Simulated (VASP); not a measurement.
Here is the system:

```yaml
crystal:
  lattice:
    - [-1.57862, 1.57862, 1.57862]
    - [1.57862, -1.57862, 1.57862]
    - [1.57862, 1.57862, -1.57862]
  atoms:
    - { symbol: W, position: [0.00000, 0.00000, 0.00000] }
```

Calculation: PBEsol GGA, VASP's PBE PAW potentials (set 64) (plane waves; VASP). Run with 530 eV cut-off, 15×15×15 Γ-centred mesh, first-order Methfessel-Paxton smearing of 0.10 eV, potentials W_sv.

Finite-difference elastic constants of metals are sensitive to mesh and smearing; shear constants can be off by tens of GPa.

Problem. Give the elastic stiffness tensor with the ions relaxed (GPa, in the frame of the cell).

Solution. 
```tsv
	xx	yy	zz	yz	xz	xy
xx	569	207	207	0.0	0.0	0.0
yy	207	569	207	0.0	0.0	0.0
zz	207	207	569	0.0	0.0	0.0
yz	0.0	0.0	0.0	168	0.0	0.0
xz	0.0	0.0	0.0	0.0	168	0.0
xy	0.0	0.0	0.0	0.0	0.0	168
```

Problem. Estimate the Hill bulk modulus, Hill shear modulus, Young's modulus, Poisson's ratio.

Solution. 
```json
{
 "hill_bulk_modulus": "327 GPa",
 "hill_shear_modulus": "173 GPa",
 "Young's modulus": "442 GPa",
 "Poisson's ratio": "0.275"
}
```

The structure comes from a measured W entry (Im-3m) of the Crystallography Open Database, whose conditions weren't checked. It was relaxed first.
